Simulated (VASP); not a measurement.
Given:

```
CELL_PARAMETERS angstrom
      4.12641     0.00000     0.00000
      0.00000     4.12641     0.00000
      0.00000     0.00000     4.12641
ATOMIC_POSITIONS crystal
  Ca 0.00000 0.00000 0.00000
  B  0.79902 0.50000 0.50000
  B  0.50000 0.20098 0.50000
  B  0.50000 0.79902 0.50000
  B  0.20098 0.50000 0.50000
  B  0.50000 0.50000 0.79902
  B  0.50000 0.50000 0.20098
```

The numbers are results of PBEsol GGA, VASP's PBE PAW potentials (set 64) (plane waves; VASP), not measurements. Numerical set-up: 520 eV cut-off, Gaussian smearing of 0.050 eV, potentials Ca_sv B.

Question: Give the energies of bands 6 to 17 at the high-symmetry points, in eV from the Fermi level.

Answer: 
```
band      Γ      X      M      R
----  -----  -----  -----  -----
6     -6.96  -9.51  -8.78  -8.50
7     -6.60  -6.19  -8.78  -8.50
8     -6.60  -6.19  -5.66  -8.50
9     -6.60  -6.16  -5.37  -4.43
10    -5.32  -4.90  -5.05  -4.43
11    -5.32  -2.41  -2.74  -4.43
12    -0.31  -2.41  -2.74  -1.08
13    -0.31  -1.79  -1.48  -1.08
14    -0.31  -0.19  -1.48  -1.08
15     2.79   0.10   3.03   4.20
16     2.79   3.22   3.03   4.84
17     2.80   3.22   4.12   4.87
```

It has no gap at this level: it comes out as a metal or semimetal.

Measured: gap 1.00 eV (computed value off by -1.00 eV), as given by Zhigang Wu et al., Physical Review B (2004), arXiv:cond-mat/0401246.

The compound is CaB6 in the cab6 structure. It was relaxed first.
